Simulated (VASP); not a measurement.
**Binding against coverage on TaN(001)**

How do binding energy and the level below the vacuum change as the layer fills? Model: TaN(001), 2 x 2, four layers.

Calculated with VASP 6.6.1; PBEsol; plane waves and PAW (Ta_pv, N), in the first sound run; inputs show where later runs differ.

## Step 1: Set-up

The cell holds 32 atoms: 16 Ta and 16 N. Cell: a = 6.194 Å, b = 6.194 Å, c = 22.570 Å, α = 90.0°, β = 90.0°, γ = 90.0°. It derives from TaN. Vacuum lies along c.

## Step 2: Relax the state, PBEsol

State “clean”: the free atoms relax, with the lowest layers held.

Level: PBEsol; plane waves and PAW (Ta_pv, N).

Contents of INCAR:

```
SYSTEM = TaN
PREC = Normal
ENCUT = 400
EDIFF = 1E-05
NELM = 120
ISMEAR = 1
SIGMA = 0.1
LREAL = Auto
ALGO = Fast
GGA = PS
NBANDS = 152
LASPH = .TRUE.
LORBIT = 11
LWAVE = .FALSE.
LCHARG = .FALSE.
KPAR = 4
NCORE = 2
IBRION = 2
NSW = 80
ISIF = 2
EDIFFG = -0.04
POTIM = 0.4
MAXMIX = 40
IDIPOL = 3
LDIPOL = .TRUE.
DIPOL = 0.5 0.5 0.5
ISYM = 2
```

Contents of POSCAR:

```
TaN
1.0
    6.1942554030      0.0000000000      0.0000000000
    0.0000000000      6.1942554030      0.0000000000
    0.0000000000      0.0000000000     22.5700000000
Ta N
16 16
Selective dynamics
Direct
    0.0000000000      0.0000000000      0.3544528130  F F F
    0.0000000000      0.5000000000      0.3544528130  F F F
    0.5000000000      0.0000000000      0.3544528130  F F F
    0.5000000000      0.5000000000      0.3544528130  F F F
    0.2500000000      0.2500000000      0.4514842710  F F F
    0.2500000000      0.7500000000      0.4514842710  F F F
    0.7500000000      0.2500000000      0.4514842710  F F F
    0.7500000000      0.7500000000      0.4514842710  F F F
    0.0000000000      0.0000000000      0.5485157290  T T T
    0.0000000000      0.5000000000      0.5485157290  T T T
    0.5000000000      0.0000000000      0.5485157290  T T T
    0.5000000000      0.5000000000      0.5485157290  T T T
    0.2500000000      0.2500000000      0.6455471870  T T T
    0.2500000000      0.7500000000      0.6455471870  T T T
    0.7500000000      0.2500000000      0.6455471870  T T T
    0.7500000000      0.7500000000      0.6455471870  T T T
    0.2500000000      0.2500000000      0.3544528130  F F F
    0.2500000000      0.7500000000      0.3544528130  F F F
    0.7500000000      0.2500000000      0.3544528130  F F F
    0.7500000000      0.7500000000      0.3544528130  F F F
    0.0000000000      0.0000000000      0.4514842710  F F F
    0.0000000000      0.5000000000      0.4514842710  F F F
    0.5000000000      0.0000000000      0.4514842710  F F F
    0.5000000000      0.5000000000      0.4514842710  F F F
    0.2500000000      0.2500000000      0.5485157290  T T T
    0.2500000000      0.7500000000      0.5485157290  T T T
    0.7500000000      0.2500000000      0.5485157290  T T T
    0.7500000000      0.7500000000      0.5485157290  T T T
    0.0000000000      0.0000000000      0.6455471870  T T T
    0.0000000000      0.5000000000      0.6455471870  T T T
    0.5000000000      0.0000000000      0.6455471870  T T T
    0.5000000000      0.5000000000      0.6455471870  T T T
```

Contents of KPOINTS:

```
Automatic mesh
0
Gamma
4 4 1
0 0 0
```

PAW data sets: Ta_pv and N (PBE family, release 64).

Launch:

```sh
$ mpirun -np 8 vasp_std
```

The log of the run:

```text
[banner, memory and clock lines left out]
running    8 mpi-ranks, on    1 nodes
[...]
|                                                                             |
|               ----> ADVICE to this user running VASP <----                  |
|                                                                             |
|     You enforced a specific xc type in the INCAR file but a different       |
|     [... a line on the potential file left out ...]
|     I HOPE YOU KNOW WHAT YOU ARE DOING!                                     |
|                                                                             |

 LDA part: xc-table for (Slater+PW92), standard interpolation
 POSCAR, INCAR and KPOINTS ok, starting setup
[...]
entering main loop
       N       E                     dE             d eps       ncg     rms          rms(c)
DAV:   1     0.225750683204E+04    0.22575E+04   -0.12569E+05  2184   0.127E+03
DAV:   2    -0.208686301727E+03   -0.24662E+04   -0.24154E+04  2160   0.392E+02
[...]
1 F= -.36274853E+03 E0= -.36274219E+03  d E =-.362749E+03
[... from here on, the cycles between the ionic steps are left out ...]
   2 F= -.36364853E+03 E0= -.36363907E+03  d E =-.900002E+00
   3 F= -.36375143E+03 E0= -.36374053E+03  d E =-.100291E+01
   4 F= -.36393104E+03 E0= -.36392080E+03  d E =-.179609E+00
   5 F= -.36401335E+03 E0= -.36400623E+03  d E =-.261917E+00
   6 F= -.36401381E+03 E0= -.36400699E+03  d E =-.262378E+00
   7 F= -.36403126E+03 E0= -.36402251E+03  d E =-.174485E-01
   8 F= -.36404490E+03 E0= -.36403449E+03  d E =-.310891E-01
   9 F= -.36404996E+03 E0= -.36403980E+03  d E =-.361518E-01
  10 F= -.36405126E+03 E0= -.36404034E+03  d E =-.374443E-01
  11 F= -.36406560E+03 E0= -.36405381E+03  d E =-.143404E-01
  12 F= -.36407140E+03 E0= -.36405967E+03  d E =-.201423E-01
  13 F= -.36407415E+03 E0= -.36406415E+03  d E =-.228988E-01
  14 F= -.36408132E+03 E0= -.36407242E+03  d E =-.716848E-02
  15 F= -.36409368E+03 E0= -.36408841E+03  d E =-.195244E-01
  16 F= -.36409443E+03 E0= -.36409019E+03  d E =-.202781E-01
  17 F= -.36409654E+03 E0= -.36409139E+03  d E =-.210541E-02
 trial-energy change:   -0.002105  1 .order   -0.002253   -0.003587   -0.000920
 step:   1.1141(harm=  1.1141)  dis= 0.00091  next Energy=  -364.096845 (dE=-0.241E-02)
 reached required accuracy - stopping structural energy minimisation
```

Elapsed: 17 min, on 8 MPI ranks of Intel Xeon Platinum 8259CL at 2.50GHz (Skylake/Cascade Lake), shared host; peak memory 3.2 GiB; 1.8 h of CPU time.

Lines that name or quote the potential files are left out of all logs, and their timing lines are given in words.

OUTCAR, selected parts (step 2):

```text
  Total      -50.5985211    -50.5985211    -14.1700410      0.0000000      0.0000000      0.0000000
  in kB      -93.6135317    -93.6135317    -26.2163311      0.0000000      0.0000000      0.0000000
  external PRESSURE =     -71.1477982 kB  Pullay stress =       0.0000000 kB

 POSITION                                       TOTAL-FORCE (eV/Angst)
 -----------------------------------------------------------------------------------
      0.00000      0.00000      8.00000         0.000000     -0.000000      1.961438
      0.00000      3.09713      8.00000        -0.000000      0.000000      1.961438
      3.09713      0.00000      8.00000         0.000000     -0.000000      1.961438
      3.09713      3.09713      8.00000         0.000000      0.000000      1.961438
      1.54856      1.54856     10.19000        -0.000000      0.000000     -1.029454
      1.54856      4.64569     10.19000         0.000000     -0.000000     -1.029454
      4.64569      1.54856     10.19000         0.000000      0.000000     -1.029454
      4.64569      4.64569     10.19000         0.000000     -0.000000     -1.029454
      0.00000      0.00000     12.53893         0.000000      0.000000     -0.006221
      0.00000      3.09713     12.53893         0.000000      0.000000     -0.006221
      3.09713      6.19426     12.53893         0.000000     -0.000000     -0.006221
      3.09713      3.09713     12.53893         0.000000      0.000000     -0.006221
      1.54856      1.54856     14.53150         0.000000      0.000000     -0.030921
      1.54856      4.64569     14.53150        -0.000000     -0.000000     -0.030921
[...]
-----------------------------------------------------------------------------------
    total drift:                                0.000000      0.000000      0.061047

  FREE ENERGIE OF THE ION-ELECTRON SYSTEM (eV)
  ---------------------------------------------------
  free  energy   TOTEN  =      -364.0965383814 eV

  energy  without entropy=     -364.0810830158  energy(sigma->0) =     -364.09138659

 reached required accuracy - stopping structural energy minimisation

[... 3 further parts left out ...]
[key lines of the parts left out:]
E-fermi :   1.5062
```

Read from the output:

```
energy(sigma→0) of the program : -364.0914 eV
ionic steps                    : 17
```

## Step 3: Potential of the state, PBEsol

State “clean”: a tighter run that also writes the potential.

Level: PBEsol; plane waves and PAW (Ta_pv, N).

Contents of INCAR:

```
SYSTEM = TaN
PREC = Normal
ENCUT = 400
EDIFF = 1E-06
NELM = 120
ISMEAR = 1
SIGMA = 0.1
LREAL = Auto
ALGO = Fast
GGA = PS
NBANDS = 152
LASPH = .TRUE.
LORBIT = 11
LWAVE = .FALSE.
LCHARG = .TRUE.
KPAR = 4
NCORE = 2
IDIPOL = 3
LDIPOL = .TRUE.
DIPOL = 0.5 0.5 0.502
LVHAR = .TRUE.
LVACPOTAV = .TRUE.
NEDOS = 1500
```

Contents of POSCAR:

```
TaN
1.0
    6.1942554030      0.0000000000      0.0000000000
    0.0000000000      6.1942554030      0.0000000000
    0.0000000000      0.0000000000     22.5700000000
Ta N
16 16
Selective dynamics
Direct
    0.0000000000      0.0000000000      0.3544528130  F F F
    0.0000000000      0.5000000000      0.3544528130  F F F
    0.5000000000      0.0000000000      0.3544528130  F F F
    0.5000000000      0.5000000000      0.3544528130  F F F
    0.2500000000      0.2500000000      0.4514842710  F F F
    0.2500000000      0.7500000000      0.4514842710  F F F
    0.7500000000      0.2500000000      0.4514842710  F F F
    0.7500000000      0.7500000000      0.4514842710  F F F
    0.0000000000      0.0000000000      0.5555572687  T T T
    0.0000000000      0.5000000000      0.5555572687  T T T
    0.5000000000      0.0000000000      0.5555572687  T T T
    0.5000000000      0.5000000000      0.5555572687  T T T
    0.2500000000      0.2500000000      0.6438412174  T T T
    0.2500000000      0.7500000000      0.6438412174  T T T
    0.7500000000      0.2500000000      0.6438412174  T T T
    0.7500000000      0.7500000000      0.6438412174  T T T
    0.2500000000      0.2500000000      0.3544528130  F F F
    0.2500000000      0.7500000000      0.3544528130  F F F
    0.7500000000      0.2500000000      0.3544528130  F F F
    0.7500000000      0.7500000000      0.3544528130  F F F
    0.0000000000      0.0000000000      0.4514842710  F F F
    0.0000000000      0.5000000000      0.4514842710  F F F
    0.5000000000      0.0000000000      0.4514842710  F F F
    0.5000000000      0.5000000000      0.4514842710  F F F
    0.2500000000      0.2500000000      0.5504833585  T T T
    0.2500000000      0.7500000000      0.5504833585  T T T
    0.7500000000      0.2500000000      0.5504833585  T T T
    0.7500000000      0.7500000000      0.5504833585  T T T
    0.0000000000      0.0000000000      0.6572996732  T T T
    0.0000000000      0.5000000000      0.6572996732  T T T
    0.5000000000      0.0000000000      0.6572996732  T T T
    0.5000000000      0.5000000000      0.6572996732  T T T
```

KPOINTS is that of step 2.

Launch:

```sh
$ mpirun -np 8 vasp_std
```

The log of the run:

```text
[banner, memory and clock lines left out]
running    8 mpi-ranks, on    1 nodes
[...]
[... a notice as in an earlier step ...]

 LDA part: xc-table for (Slater+PW92), standard interpolation
 POSCAR, INCAR and KPOINTS ok, starting setup
[...]
entering main loop
       N       E                     dE             d eps       ncg     rms          rms(c)
DAV:   1     0.223973648296E+04    0.22397E+04   -0.12575E+05  2192   0.127E+03
DAV:   2    -0.212301434564E+03   -0.24520E+04   -0.24007E+04  2152   0.391E+02
DAV:   3    -0.403195770661E+03   -0.19089E+03   -0.18694E+03  2264   0.102E+02
DAV:   4    -0.412635783837E+03   -0.94400E+01   -0.92597E+01  2336   0.207E+01
[...]
RMM:  29    -0.364096553285E+03   -0.67536E-05   -0.10037E-05  1028   0.115E-03    0.677E-04
RMM:  30    -0.364096555680E+03   -0.23953E-05   -0.51507E-06   937   0.100E-03    0.359E-04
RMM:  31    -0.364096556587E+03   -0.90674E-06   -0.33234E-06   847   0.837E-04
|                                                                             |
|           W    W    AA    RRRRR   N    N  II  N    N   GGGG   !!!           |
|           W    W   A  A   R    R  NN   N  II  NN   N  G    G  !!!           |
|           W    W  A    A  R    R  N N  N  II  N N  N  G       !!!           |
|           W WW W  AAAAAA  RRRRR   N  N N  II  N  N N  G  GGG   !            |
|           WW  WW  A    A  R   R   N   NN  II  N   NN  G    G                |
|           W    W  A    A  R    R  N    N  II  N    N   GGGG   !!!           |
|                                                                             |
|     Did not find any points to average over, which means that no vacuum     |
|     field-free region was found. Please increase the size of  your cell     |
|     in the dimension of the dipole correction to obtain accurate            |
|     workfunction values.                                                    |
|                                                                             |

   1 F= -.36409656E+03 E0= -.36409142E+03  d E =-.154194E-01
```

Wall time 3 min (8 MPI ranks); peak memory 2.9 GiB.

Parts of OUTCAR (step 3):

```text
  LATTYP: Found a simple tetragonal cell.
 ALAT       =     6.1942554030
 C/A-ratio  =     3.6436986420

 Subroutine GETGRP returns: Found  8 space group operations
 (whereof  8 operations were pure point group operations)

The static configuration has the point symmetry C_4v.

 Found      6 irreducible k-points:

   dimension x,y,z NGX =    30 NGY =   30 NGZ =  112
   dimension x,y,z NGXF=    60 NGYF=   60 NGZF=  224

   ENCUT  =  400.0 eV  29.40 Ry    5.42 a.u.  10.10 10.10 36.81*2*pi/ulx,y,z

   NELECT =     256.0000    total number of electrons

 dipolmoment           0.000000      0.000000     -0.122543 electrons x Angstroem

 E-fermi :   1.5051

 k-point     1 :       0.0000    0.0000    0.0000
  band No.  band energies     occupation
    ...
    119      -0.5205      2.00000
    120      -0.5205      2.00000
    121       0.2057      2.00000
    122       0.2057      2.00000
    123       0.8073      2.00000
    124       1.5616      0.19258
    125       1.5616      0.19258
    126       1.7259     -0.00770
    127       1.7259     -0.00770
    128       1.8044     -0.00019
    ...

 k-point     2 :       0.2500    0.0000    0.0000
  band No.  band energies     occupation
    ...
    123       0.3852      2.00000
    124       0.5735      2.00000
    125       0.8327      2.00000
    126       0.9506      2.00000
    127       1.4946      1.17684
    128       1.5549      0.26199
    129       1.7217     -0.00900
    130       1.7583     -0.00200
    131       1.7822     -0.00063
    132       1.7943     -0.00034
    ...

  Total      -50.5705777    -50.5705777    -14.1529363      0.0000000      0.0000000      0.0000000
  in kB      -93.5618330    -93.5618330    -26.1846852      0.0000000      0.0000000      0.0000000
  external PRESSURE =     -71.1027837 kB  Pullay stress =       0.0000000 kB

 POSITION                                       TOTAL-FORCE (eV/Angst)
 -----------------------------------------------------------------------------------
      0.00000      0.00000      8.00000         0.000000      0.000000      1.961879
      0.00000      3.09713      8.00000         0.000000     -0.000000      1.961879
      3.09713      0.00000      8.00000         0.000000     -0.000000      1.961879
      3.09713      3.09713      8.00000         0.000000     -0.000000      1.961879
      1.54856      1.54856     10.19000         0.000000     -0.000000     -1.029830
      1.54856      4.64569     10.19000         0.000000      0.000000     -1.029830
      4.64569      1.54856     10.19000        -0.000000     -0.000000     -1.029830
      4.64569      4.64569     10.19000         0.000000      0.000000     -1.029830
      0.00000      0.00000     12.53893         0.000000      0.000000     -0.006397
      0.00000      3.09713     12.53893        -0.000000     -0.000000     -0.006397
      3.09713      0.00000     12.53893         0.000000      0.000000     -0.006397
      3.09713      3.09713     12.53893         0.000000     -0.000000     -0.006397
      1.54856      1.54856     14.53150         0.000000     -0.000000     -0.031824
      1.54856      4.64569     14.53150         0.000000      0.000000     -0.031824
      4.64569      1.54856     14.53150        -0.000000     -0.000000     -0.031824
      4.64569      4.64569     14.53150        -0.000000      0.000000     -0.031824
      1.54856      1.54856      8.00000        -0.000000     -0.000000     -1.216823
      1.54856      4.64569      8.00000        -0.000000      0.000000     -1.216823
      4.64569      1.54856      8.00000        -0.000000      0.000000     -1.216823
      4.64569      4.64569      8.00000        -0.000000     -0.000000     -1.216823
      0.00000      0.00000     10.19000         0.000000      0.000000      0.272384
      0.00000      3.09713     10.19000         0.000000      0.000000      0.272384
      3.09713      0.00000     10.19000        -0.000000     -0.000000      0.272384
      3.09713      3.09713     10.19000        -0.000000      0.000000      0.272384
      1.54856      1.54856     12.42441        -0.000000      0.000000      0.029540
      1.54856      4.64569     12.42441        -0.000000      0.000000      0.029540
      4.64569      1.54856     12.42441        -0.000000      0.000000      0.029540
      4.64569      4.64569     12.42441        -0.000000     -0.000000      0.029540
      0.00000      0.00000     14.83525         0.000000     -0.000000      0.021071
      0.00000      3.09713     14.83525         0.000000      0.000000      0.021071
      3.09713      0.00000     14.83525        -0.000000     -0.000000      0.021071
      3.09713      3.09713     14.83525         0.000000      0.000000      0.021071
 -----------------------------------------------------------------------------------
    total drift:                                0.000000      0.000000      0.061817

  FREE ENERGIE OF THE ION-ELECTRON SYSTEM (eV)
  ---------------------------------------------------
  free  energy   TOTEN  =      -364.0965565870 eV

  energy  without entropy=     -364.0811371986  energy(sigma->0) =     -364.09141679

 vacuum level on the upper side and lower side of the slab         4.812         5.381

 total charge
# of ion       s       p       d       tot
------------------------------------------
    1        0.281   6.186   2.363   8.830
    2        0.281   6.186   2.363   8.830
    3        0.281   6.186   2.363   8.830
    4        0.281   6.186   2.363   8.830
    5        0.275   6.225   2.452   8.952
    6        0.275   6.225   2.452   8.952
    7        0.275   6.225   2.452   8.952
    8        0.275   6.225   2.452   8.952
    9        0.268   6.211   2.502   8.980
   10        0.268   6.211   2.502   8.980
   11        0.268   6.211   2.502   8.980
   12        0.268   6.211   2.502   8.980
   13        0.281   6.203   2.419   8.903
   14        0.281   6.203   2.419   8.903
   15        0.281   6.203   2.419   8.903
   16        0.281   6.203   2.419   8.903
   17        1.245   2.412   0.000   3.657
   18        1.245   2.412   0.000   3.657
   19        1.245   2.412   0.000   3.657
   20        1.245   2.412   0.000   3.657
   21        1.237   2.450   0.000   3.688
   22        1.237   2.450   0.000   3.688
   23        1.237   2.450   0.000   3.688
   24        1.237   2.450   0.000   3.688
   25        1.239   2.475   0.000   3.714
   26        1.239   2.475   0.000   3.714
   27        1.239   2.475   0.000   3.714
   28        1.239   2.475   0.000   3.714
   29        1.246   2.372   0.000   3.618
   30        1.246   2.372   0.000   3.618
   31        1.246   2.372   0.000   3.618
   32        1.246   2.372   0.000   3.618
--------------------------------------------------
tot         24.291 138.132  38.942 201.366

[... 2 parts as in an earlier step ...]

[... 7 further parts left out ...]
```

Read from the output:

| Property | Result |
| --- | --- |
| energy(sigma→0) of the program | -364.0914 eV |
| work function, upper and lower side | 3.31, 3.88 eV |

VASP warns that it found no field-free region by its own threshold; the planar potential, read 60 % of the way from the top atom to the cell's edge, stands at 3.32 eV above the Fermi level.

[end of part 1 of 2]

[Lines on the potential files, build, host, timing and source positions are cut from VASP's logs without a mark.]

[Logs are printed without paths, hosts, clocks, repeated set-up lines and the standing remarks that a program may print on its own settings, such as how far it seeks lower states.]

[Hosts, paths, dates, database ids (printed as entryN), source tags and the programs' standing remarks are cut or masked in the printed files.]
